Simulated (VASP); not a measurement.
An input for Quantum ESPRESSO's pw.x (written as the equivalent of a VASP run, and not itself run):

```
&CONTROL
  calculation = 'scf'
  pseudo_dir = './pseudo'
  outdir = './out'
  tprnfor = .true.
  tstress = .true.
/
&SYSTEM
  ibrav = 0
  nat = 2
  ntyp = 2
  ecutwfc = 82.3
  occupations = 'tetrahedra'
  input_dft = 'vdw-df-cx'
/
&ELECTRONS
  conv_thr = 7.3e-09
  electron_maxstep = 100
/
ATOMIC_SPECIES
  Sn 118.710 Sn.upf
  Te 127.600 Te.upf
CELL_PARAMETERS angstrom
    -0.0000000    3.1559872    3.1559872
     3.1559872    0.0000000    3.1559872
     3.1559872    3.1559872    0.0000000
ATOMIC_POSITIONS crystal
  Sn   0.0000000  0.0000000  0.0000000
  Te   0.5000000  0.5000000  0.5000000
K_POINTS automatic
  8 8 8 0 0 0
```

Problem. Translate this input to VASP (INCAR, KPOINTS, POSCAR, choice of POTCAR).

Solution. This is not unique; one that fits is 
### INCAR
```
! general
SYSTEM  =SnTe
PREC    =Accurate
ENCUT   =520   ! plane-wave cut-off (eV)
LREAL   =.False.   ! projection in real space or not
LASPH   =.True.   ! aspherical one-centre terms

! electronic loop
EDIFF   =1E-7
NELM    =100   ! most electronic steps
ALGO    =Normal
LMAXMIX =4   ! l cut-off of mixed one-centre charges

! smearing
ISMEAR  =-5

! functional
GGA     =CX
LUSE_VDW=.True.
AGGAC   =0.0

! ions
ISIF    =2   ! forces and stress, cell fixed

! output
LWAVE   =.False.
LCHARG  =.True.
LORBIT  =11   ! lm-projected
NEDOS   =601   ! DOS grid
```

**KPOINTS**
```
Regular mesh
0
Gamma
  8 8 8
0 0 0
```

### POSCAR
```
SnTe
4.463240
  0.0000000000   0.7071067662   0.7071067662
  0.7071067662   0.0000000000   0.7071067662
  0.7071067662   0.7071067662   0.0000000000
Sn Te
1 1
direct
  0.0000000000   0.0000000000   0.0000000000
  0.5000000000   0.5000000000   0.5000000000
```

POTCAR, in this order: Sn_d Te (PBE.64 set). Program: vasp_std.

Limits of the translation: the potentials are each code's own (VASP's PAW set, PseudoDojo norm-conserving files in pw.x), so ENCUT and ecutwfc are chosen apart and not converted; conv_thr bounds pw.x's estimated SCF error, while EDIFF bounds the energy change between steps.

The compound is SnTe in the rock salt structure, which distorts at low temperature. It was relaxed first.
